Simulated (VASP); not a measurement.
Input:

```
InAs
1.0
    0.00000     3.08916     3.08916
    3.08916     0.00000     3.08916
    3.08916     3.08916     0.00000
In As
1 1
Direct
  0.00000   0.00000   0.00000
  0.25000   0.25000   0.25000
```

All values below come from PBE GGA, VASP's PBE PAW potentials (set 64) (plane waves; VASP). Settings: 350 eV cut-off, 7×7×7 Γ-centred mesh, Gaussian smearing of 0.050 eV, potentials In_d As.

Unless said otherwise, spin-orbit coupling is left out, though it shifts the bands of the heavy elements here.

What does the run give for the energy per atom (σ→0), band gap (on the k-mesh) with the smallest direct gap where there is one?

```
Item                                                        Result
------------------------  ----------------------------------------
band gap (on the k-mesh)  none (metal, semimetal or under 0.01 eV)
energy per atom (σ→0)                               -3.855 eV/atom
```

The compound is InAs in the zinc blende structure. It was relaxed first, which changed the volume by +6 %.
